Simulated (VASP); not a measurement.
Write the native input for VASP 6.6.1 that does the following.

| Quantity | Value |
| --- | --- |
| Task | band structure |
| Functional | r2SCAN |
| Potentials or basis | VASP PAW PBE potentials, release 64 (Cd, S) |
| Cutoff | 520 eV |
| k mesh | 8 × 8 × 8 |
| Occupations | gaussian, width 0.02 eV |
| Spin | no spin polarisation |
| Further INCAR settings | ALGO = Normal; EDIFF = 1e-06 |

The structure of CdS (Hawleyite) lies in POSCAR:

```
CdS
1.0
    0.0000000000      2.9165000000      2.9165000000
    2.9165000000      0.0000000000      2.9165000000
    2.9165000000      2.9165000000      0.0000000000
Cd S
1 1
Direct
    0.0000000000      0.0000000000      0.0000000000
    0.7500000000      0.7500000000      0.7500000000
```

These files were run (other wordings do the same):

INCAR

```
PREC = Accurate
ENCUT = 520
EDIFF = 1E-6
ISMEAR = 0
SIGMA = 0.02
LREAL = False
LASPH = True
NELM = 60
ALGO = Normal
ISIF = 2
LWAVE = False
LCHARG = False
METAGGA = R2SCAN
LMIXTAU = True
```

KPOINTS

```
regular mesh
0
Gamma
  8 8 8
```

KPOINTS_OPT

```
path GXWKGLUWLK,UX
20
line-mode
reciprocal
 0.0000000000  0.0000000000  0.0000000000  G
 0.5000000000  0.0000000000  0.5000000000  X

 0.5000000000  0.0000000000  0.5000000000  X
 0.5000000000  0.2500000000  0.7500000000  W

 0.5000000000  0.2500000000  0.7500000000  W
 0.3750000000  0.3750000000  0.7500000000  K

 0.3750000000  0.3750000000  0.7500000000  K
 0.0000000000  0.0000000000  0.0000000000  G

 0.0000000000  0.0000000000  0.0000000000  G
 0.5000000000  0.5000000000  0.5000000000  L

 0.5000000000  0.5000000000  0.5000000000  L
 0.6250000000  0.2500000000  0.6250000000  U

 0.6250000000  0.2500000000  0.6250000000  U
 0.5000000000  0.2500000000  0.7500000000  W

 0.5000000000  0.2500000000  0.7500000000  W
 0.5000000000  0.5000000000  0.5000000000  L

 0.5000000000  0.5000000000  0.5000000000  L
 0.3750000000  0.3750000000  0.7500000000  K

 0.6250000000  0.2500000000  0.6250000000  U
 0.5000000000  0.0000000000  0.5000000000  X
```

Potentials or basis: VASP PAW PBE potentials, release 64 (Cd, S).

Launch:

```console
$ cat potpaw_PBE.64/Cd/POTCAR potpaw_PBE.64/S/POTCAR > POTCAR
$ mpirun -np 1 vasp_std > vasp.out
```

Results of the run:

```json
{
  "Pressure": "1.8 GPa",
  "Band gap on the k mesh": "1.59 eV, direct",
  "Band gap along the path": "1.59 eV, direct"
}
```

Caveat: the PAW data sets were made with another functional, which shifts forces and pressure a little.

Wall time 3.3 min on 1 thread of Intel(R) Xeon(R) Platinum 8488C (Sapphire Rapids) (shared host), peak memory 0.2 GiB.
